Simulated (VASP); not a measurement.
Input:

```
CELL_PARAMETERS angstrom
      0.00000     3.04992     3.04992
      3.04992     0.00000     3.04992
      3.04992     3.04992     0.00000
ATOMIC_POSITIONS crystal
  Pb 0.00000 0.00000 0.00000
  Se 0.50000 0.50000 0.50000
```

These are PBEsol GGA, VASP's PBE PAW potentials (set 64) (plane waves; VASP) values and carry that method's errors. Run with 400 eV cut-off, 8×8×8 Γ-centred mesh, tetrahedra with Blöchl corrections, potentials Pb_d Se.

Unless said otherwise, spin-orbit coupling is left out, though it shifts the bands of the heavy elements here.

**Question.** Predict the energy per atom (σ→0), band gap (on the k-mesh) with the smallest direct gap where there is one.

**Answer.** 
```json
{
  "band gap (on the k-mesh)": "0.17 eV",
  "smallest direct gap (on the k-mesh)": "0.17 eV",
  "energy per atom (σ→0)": "-4.459 eV/atom"
}
```

Only differences to runs with the same potentials and settings are physical.

The structure comes from a measured PbSe entry (Fm-3m) of the Crystallography Open Database, whose conditions weren't checked. It was relaxed first.
